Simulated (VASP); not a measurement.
Consider the following.

```xyz
2
Lattice="4.3353 0.0000 0.0000 0.0000 4.3353 0.0000 0.0000 0.0000 4.3353" Properties=species:S:1:pos:R:3 pbc="T T T"
Cs     0.0000     0.0000     0.0000
Cl     2.1676     2.1676     2.1676
```

Method: PBE GGA, VASP's PBE PAW potentials (set 64) (plane waves; VASP). Numerical set-up: 480 eV cut-off, 6×6×6 Γ-centred mesh, Gaussian smearing of 0.050 eV, potentials Cs_sv Cl.

### Question
Give the stress tensor in GPa (positive for a compressed cell).

### Answer

```
-1.05   0.00   0.00
 0.00  -1.05   0.00
 0.00   0.00  -1.05
```
The pressure is its mean diagonal, -1.05 GPa.

The compound is CsCl in the CsCl type structure. This cell was strained or had an atom moved on purpose.
